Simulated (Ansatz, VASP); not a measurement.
# BaZrO3: VASP beside Ansatz

Aim: how closely do two programs agree when they are given the same cell, functional and k mesh? The cell is taken from a series of runs on this material, whose earlier steps may have relaxed, scaled, displaced or heated it; both programs get it as it stands.

Method: plane waves, with VASP 6.6.1 beside it; zone-centre phonons at PBE, in Ansatz 0.2.0.

## Step 1: The starting structure

The structure is cubic, space group Pm-3m (No. 221). Conventional cell: a = 4.170 Å, b = 4.170 Å, c = 4.170 Å, α = 90.00°, β = 90.00°, γ = 90.00°. Nearest to O lie 2 Zr at 2.09 Å and 4 Ba at 2.95 Å. Nearest to Zr lie 6 O at 2.09 Å. Ba has 12 O at 2.95 Å nearest. Farther neighbours and most contacts between anions are not listed.

## Step 2: VASP: zone-centre phonons, PBE

Second derivatives magnify differences that forces hide, and they need a tight electronic threshold.

Lines of VASP's logs that name or quote its potential files are left out, and so is its time.

The input, INCAR:

```
SYSTEM = BaZrO3
PREC = Accurate
ENCUT = 600
EDIFF = 1E-08
NELM = 120
ISMEAR = 0
SIGMA = 0.01
LREAL = .FALSE.
ALGO = Normal
GGA = PE
NBANDS = 26
LASPH = .TRUE.
LORBIT = 11
LWAVE = .FALSE.
LCHARG = .FALSE.
ISIF = 2
IBRION = 8
LEPSILON = .TRUE.
GGA_COMPAT = .FALSE.
EFERMI = MIDGAP
KPAR = 2
```

The input, POSCAR:

```
BaZrO3
1.0
    4.1700742322      0.0000000000      0.0000000000
    0.0000000000      4.1700742322      0.0000000000
    0.0000000000      0.0000000000      4.1700742322
O Zr Ba
3 1 1
Direct
    0.0000000000      0.5000000000      0.5000000000
    0.5000000000      0.0000000000      0.5000000000
    0.5000000000      0.5000000000      0.0000000000
    0.5000000000      0.5000000000      0.5000000000
    0.0000000000      0.0000000000      0.0000000000
```

The input, KPOINTS:

```
Automatic mesh
0
Gamma
8 8 8
0 0 0
```

The projector-augmented-wave data sets are O, Zr_sv and Ba_sv (PBE family, release 64).

Command:

```bash
$ mpirun -np 2 vasp_std
```

Numbers of over 12 decimals in the logs are rounded to 6 here.

The program printed:

```text
[banner, memory and clock lines left out]
running    2 mpi-ranks, on    1 nodes
 distrk:  each k-point on    1 cores,    2 groups
 distr:  one band on    1 cores,    1 groups

 POSCAR found type information on POSCAR O ZrBa
 POSCAR found :  3 types and       5 ions
 LDA part: xc-table for (Slater+PW92), standard interpolation
 POSCAR, INCAR and KPOINTS ok, starting setup
 FFT: planning ... GRIDC
 FFT: planning ... GRID_SOFT
 FFT: planning ... GRID
 WAVECAR not read
 entering main loop
       N       E                     dE             d eps       ncg     rms          rms(c)
DAV:   1     0.345733854350E+03    0.34573E+03   -0.24080E+04  1820   0.170E+03
DAV:   2    -0.262829619433E+02   -0.37202E+03   -0.36221E+03  2262   0.393E+02
DAV:   3    -0.485376374166E+02   -0.22255E+02   -0.22192E+02  2868   0.929E+01
DAV:   4    -0.491636459914E+02   -0.62601E+00   -0.62537E+00  2614   0.125E+01
DAV:   5    -0.491760872246E+02   -0.12441E-01   -0.12440E-01  2618   0.132E+00    0.298E+01
DAV:   6    -0.416912713265E+02    0.74848E+01   -0.41337E+01  2152   0.416E+01    0.132E+01
DAV:   7    -0.416635049679E+02    0.27766E-01   -0.30051E+00  2648   0.990E+00    0.806E+00
DAV:   8    -0.416507574296E+02    0.12748E-01   -0.31756E-01  2246   0.451E+00    0.677E-01
DAV:   9    -0.416467736460E+02    0.39838E-02   -0.60814E-02  2462   0.143E+00    0.478E-01
DAV:  10    -0.416485208778E+02   -0.17472E-02   -0.15153E-02  2410   0.108E+00    0.233E-01
DAV:  11    -0.416481705246E+02    0.35035E-03   -0.19551E-03  2278   0.379E-01    0.374E-02
DAV:  12    -0.416482255437E+02   -0.55019E-04   -0.17766E-04  2216   0.102E-01    0.359E-02
DAV:  13    -0.416482260931E+02   -0.54935E-06   -0.20752E-05  2666   0.285E-02    0.558E-03
DAV:  14    -0.416482262586E+02   -0.16545E-06   -0.14613E-06  2342   0.927E-03    0.331E-03
DAV:  15    -0.416482262993E+02   -0.40777E-07   -0.13434E-06  2048   0.912E-03    0.117E-03
DAV:  16    -0.416482263381E+02   -0.38809E-07   -0.49059E-08  2432   0.149E-03    0.564E-04
DAV:  17    -0.416482263687E+02   -0.30547E-07   -0.17098E-08  1474   0.957E-04    0.147E-04
DAV:  18    -0.416482263773E+02   -0.86434E-08   -0.14846E-09  1100   0.237E-04
   1 F= -.41648226E+02 E0= -.41648226E+02  d E =0.000000E+00
 Linear response reoptimize wavefunctions to high precision
DAV:   1    -0.416482263800E+02   -0.26766E-08   -0.53788E-10  1136   0.150E-04
DAV:   2    -0.416482263801E+02   -0.59572E-10   -0.12714E-10  1060   0.566E-05
 Linear response G [H, r] |phi>, progress :
  Direction:   1
       N       E                     dE             d eps       ncg     rms
RMM:   1    -0.138602275524E+03   -0.13860E+03    0.10994E+03  3976   0.156E+02
RMM:   2    -0.134541063409E+03    0.40612E+01   -0.40755E+01  3405   0.303E+01
RMM:   3    -0.135916179372E+03   -0.13751E+01   -0.78725E+00  3946   0.919E+00
RMM:   4    -0.136268900264E+03   -0.35272E+00   -0.13470E+00  4218   0.344E+00
RMM:   5    -0.136337852546E+03   -0.68952E-01   -0.27496E-01  4308   0.137E+00
RMM:   6    -0.136351739039E+03   -0.13886E-01   -0.45594E-02  4349   0.590E-01
RMM:   7    -0.136354722434E+03   -0.29834E-02    0.14214E-02  4282   0.303E-01
RMM:   8    -0.136355630755E+03   -0.90832E-03   -0.20555E-02  4266   0.172E-01
RMM:   9    -0.136355973377E+03   -0.34262E-03   -0.21018E-02  4245   0.108E-01
RMM:  10    -0.136356185763E+03   -0.21239E-03   -0.98996E-03  4218   0.727E-02
RMM:  11    -0.136356277217E+03   -0.91455E-04   -0.81698E-03  4130   0.509E-02
RMM:  12    -0.136356300107E+03   -0.22890E-04   -0.46569E-03  4067   0.379E-02
RMM:  13    -0.136356331084E+03   -0.30977E-04   -0.25109E-03  4031   0.290E-02
RMM:  14    -0.136356286650E+03    0.44433E-04   -0.20659E-03  4009   0.238E-02
RMM:  15    -0.136356304367E+03   -0.17717E-04    0.57417E-03  3970   0.200E-02
RMM:  16    -0.136356311210E+03   -0.68428E-05   -0.54450E-03  3916   0.177E-02
RMM:  17    -0.136356311571E+03   -0.36070E-06   -0.14194E-03  3863   0.160E-02
RMM:  18    -0.136356313720E+03   -0.21499E-05   -0.16324E-03  3805   0.150E-02
RMM:  19    -0.136356318192E+03   -0.44716E-05    0.41277E-04  3777   0.142E-02
RMM:  20    -0.136356320238E+03   -0.20455E-05   -0.40656E-03  3704   0.138E-02
RMM:  21    -0.136356306098E+03    0.14139E-04   -0.15418E-03  3638   0.134E-02
RMM:  22    -0.136356321515E+03   -0.15417E-04   -0.21206E-03  3604   0.132E-02
 Linear response G [H, r] |phi>, progress :
  Direction:   2
       N       E                     dE             d eps       ncg     rms
RMM:   1    -0.154113266884E+03   -0.15411E+03    0.97921E+02  3997   0.157E+02
RMM:   2    -0.152047491067E+03    0.20658E+01   -0.57692E+01  3352   0.321E+01
RMM:   3    -0.153939810513E+03   -0.18923E+01   -0.13157E+01  4073   0.109E+01
RMM:   4    -0.154431108251E+03   -0.49130E+00   -0.21347E+00  4355   0.417E+00
RMM:   5    -0.154525434017E+03   -0.94326E-01   -0.49558E-01  4435   0.169E+00
RMM:   6    -0.154542647672E+03   -0.17214E-01   -0.10521E-01  4471   0.723E-01
[...]
dielectric tensor                  component  3 :    -0.425    -0.588     4.869
 Linear response DOF=           4
 Linear response progress:
  Degree of freedom:   1/  4
       N       E                     dE             d eps       ncg     rms          rms(c)
RMM:   1    -0.387972268694E+00   -0.38797E+00    0.20374E-01  7660   0.274E+00
[...]
RMM:   3    -0.369213042896E+00   -0.14322E-02   -0.16514E-03 11257   0.147E-01    0.607E-02
RMM:   4    -0.370929290212E+00   -0.17162E-02   -0.76686E-04 11423   0.117E-01    0.176E-02
RMM:   5    -0.370991205742E+00   -0.61916E-04   -0.13903E-04 13283   0.364E-02    0.486E-03
RMM:   6    -0.371027150420E+00   -0.35945E-04   -0.20522E-05 14405   0.133E-02    0.172E-03
RMM:   7    -0.371015905789E+00    0.11245E-04   -0.46304E-06 14506   0.589E-03    0.640E-04
RMM:   8    -0.371019700088E+00   -0.37943E-05    0.15993E-05 14985   0.315E-03    0.250E-04
RMM:   9    -0.371017944786E+00    0.17553E-05    0.47501E-06 15079   0.182E-03    0.127E-04
RMM:  10    -0.371018455155E+00   -0.51037E-06    0.93365E-06 15453   0.121E-03    0.580E-05
RMM:  11    -0.371019193058E+00   -0.73790E-06    0.28607E-06 14883   0.851E-04    0.312E-05
RMM:  12    -0.371019291069E+00   -0.98011E-07    0.42272E-06 15284   0.637E-04    0.147E-05
RMM:  13    -0.371019440023E+00   -0.14895E-06    0.11671E-06 15504   0.485E-04    0.196E-05
RMM:  14    -0.371019905314E+00   -0.46529E-06    0.22151E-06 14588   0.409E-04    0.227E-05
RMM:  15    -0.371019704398E+00    0.20092E-06    0.66752E-07 14889   0.343E-04    0.755E-06
RMM:  16    -0.371019756617E+00   -0.52219E-07    0.85860E-07 15322   0.298E-04    0.611E-06
RMM:  17    -0.371019843884E+00   -0.87267E-07    0.34159E-07 14998   0.270E-04    0.179E-06
RMM:  18    -0.371019847953E+00   -0.40687E-08    0.52579E-07 15234   0.247E-04    0.509E-06
RMM:  19    -0.371019841331E+00    0.66220E-08    0.17276E-08 14579   0.234E-04    0.141E-06
 first order change of Fermi-energy   0.96747E-04
 force on displaced ion       1 direction 2 :   0.000  -2.628   0.000
 Born effective charge ion    1 direction 2 :   0.000  -2.017   0.000
 Linear response progress:
  Degree of freedom:   3/  4
       N       E                     dE             d eps       ncg     rms          rms(c)
RMM:   1    -0.760416213253E+00   -0.76042E+00    0.22591E+00  5326   0.944E+00
RMM:   2    -0.718090387693E+00    0.42326E-01   -0.16734E-01  6244   0.178E+00    0.230E-01
RMM:   3    -0.721006794761E+00   -0.29164E-02   -0.35734E-02  7298   0.541E-01    0.895E-02
RMM:   4    -0.723016957866E+00   -0.20102E-02   -0.83741E-03  8228   0.215E-01    0.451E-02
RMM:   5    -0.723126093259E+00   -0.10914E-03   -0.63391E-04  8334   0.757E-02    0.211E-02
RMM:   6    -0.722998520343E+00    0.12757E-03   -0.12224E-04  8265   0.379E-02    0.201E-03
RMM:   7    -0.722994674785E+00    0.38456E-05   -0.31584E-05  8631   0.168E-02    0.181E-03
RMM:   8    -0.722999036059E+00   -0.43613E-05   -0.51210E-06  9070   0.849E-03    0.112E-03
RMM:   9    -0.723003388659E+00   -0.43526E-05   -0.31544E-06  9128   0.493E-03    0.574E-04
RMM:  10    -0.723008867740E+00   -0.54791E-05   -0.34257E-06  8836   0.342E-03    0.579E-05
RMM:  11    -0.723010035206E+00   -0.11675E-05   -0.44338E-07  9299   0.230E-03    0.693E-05
RMM:  12    -0.723010646001E+00   -0.61079E-06   -0.21098E-06  9454   0.171E-03    0.741E-05
RMM:  13    -0.723010319196E+00    0.32680E-06    0.13053E-07  9367   0.135E-03    0.939E-05
RMM:  14    -0.723011034283E+00   -0.71509E-06   -0.46830E-07  9045   0.113E-03    0.984E-05
[...]
RMM:  24    -0.723016887615E+00    0.21358E-07    0.52559E-07  9080   0.453E-04    0.169E-05
RMM:  25    -0.723016961189E+00   -0.73573E-07    0.56046E-07  9038   0.434E-04    0.188E-05
RMM:  26    -0.723016839868E+00    0.12132E-06    0.35913E-07  8956   0.420E-04    0.273E-05
RMM:  27    -0.723016833144E+00    0.67236E-08    0.49072E-07  8856   0.404E-04    0.310E-05
RMM:  28    -0.723016909004E+00   -0.75860E-07    0.27682E-07  8766   0.393E-04    0.320E-05
RMM:  29    -0.723016917206E+00   -0.82018E-08    0.45980E-07  8401   0.382E-04    0.344E-05
RMM:  30    -0.723016913207E+00    0.39989E-08    0.26397E-07  8113   0.373E-04    0.375E-05
RMM:  31    -0.723017018690E+00   -0.10548E-06    0.43426E-07  9273   0.366E-04    0.360E-05
 first order change of Fermi-energy   0.20615E-03
 force on displaced ion       4 direction 1 :  -9.484  -0.000   0.000
 Born effective charge ion    4 direction 1 :   6.125   0.000   0.000
 Linear response progress:
  Degree of freedom:   4/  4
       N       E                     dE             d eps       ncg     rms          rms(c)
RMM:   1    -0.198388611724E+00   -0.19839E+00    0.11206E-01  8132   0.167E+00
RMM:   2    -0.203190934313E+00   -0.48023E-02   -0.28353E-02  6877   0.392E-01    0.872E-02
RMM:   3    -0.203675131882E+00   -0.48420E-03   -0.20212E-03  7532   0.131E-01    0.605E-02
RMM:   4    -0.204161728683E+00   -0.48660E-03   -0.29456E-04  7383   0.821E-02    0.130E-02
RMM:   5    -0.204285456610E+00   -0.12373E-03   -0.66447E-05  8377   0.261E-02    0.738E-03
RMM:   6    -0.204387425658E+00   -0.10197E-03   -0.10480E-05  8497   0.127E-02    0.164E-03
RMM:   7    -0.204395188284E+00   -0.77626E-05   -0.30441E-06  8585   0.528E-03    0.985E-04
RMM:   8    -0.204406274233E+00   -0.11086E-04   -0.12744E-06  8671   0.280E-03    0.179E-04
RMM:   9    -0.204407346739E+00   -0.10725E-05   -0.25446E-07  9051   0.146E-03    0.133E-04
RMM:  10    -0.204406773881E+00    0.57286E-06   -0.22381E-07  8887   0.933E-04    0.456E-05
RMM:  11    -0.204407095931E+00   -0.32205E-06   -0.14856E-08  9118   0.632E-04    0.340E-05
RMM:  12    -0.204407459693E+00   -0.36376E-06   -0.24135E-07  9081   0.485E-04    0.122E-05
RMM:  13    -0.204407510502E+00   -0.50809E-07   -0.26273E-07  9282   0.392E-04    0.629E-06
RMM:  14    -0.204407527018E+00   -0.16516E-07   -0.24960E-07  9116   0.334E-04    0.535E-06
RMM:  15    -0.204407562242E+00   -0.35224E-07   -0.20574E-07  9276   0.299E-04    0.311E-06
RMM:  16    -0.204407535463E+00    0.26780E-07   -0.28243E-07  9168   0.274E-04    0.403E-06
RMM:  17    -0.204407543398E+00   -0.79359E-08   -0.20280E-07  8674   0.258E-04    0.318E-06
RMM:  18    -0.204407528793E+00    0.14606E-07   -0.23631E-07  8673   0.247E-04    0.624E-06
RMM:  19    -0.204407533470E+00   -0.46775E-08   -0.23624E-07  8348   0.240E-04    0.553E-06
RMM:  20    -0.204407534806E+00   -0.13353E-08   -0.19109E-07  8712   0.235E-04    0.618E-06
RMM:  21    -0.204407537002E+00   -0.21959E-08   -0.21094E-07  8854   0.232E-04    0.570E-06
 first order change of Fermi-energy  -0.25106E-03
 force on displaced ion       5 direction 1 :  -4.259   0.000   0.000
 Born effective charge ion    5 direction 1 :   2.746   0.000   0.000
 Born effective charges drift removed
 Linear response finished
```

(Part 1 of 3 ends here.)

[Lines on the potential files, build, host, timing and source positions are cut from VASP's logs without a mark.]

[Logs are printed without paths, hosts, clocks, repeated set-up lines and the standing remarks that a program may print on its own settings, such as how far it seeks lower states.]

[Hosts, paths, dates, database ids (printed as entryN), source tags and the programs' standing remarks are cut or masked in the printed files.]
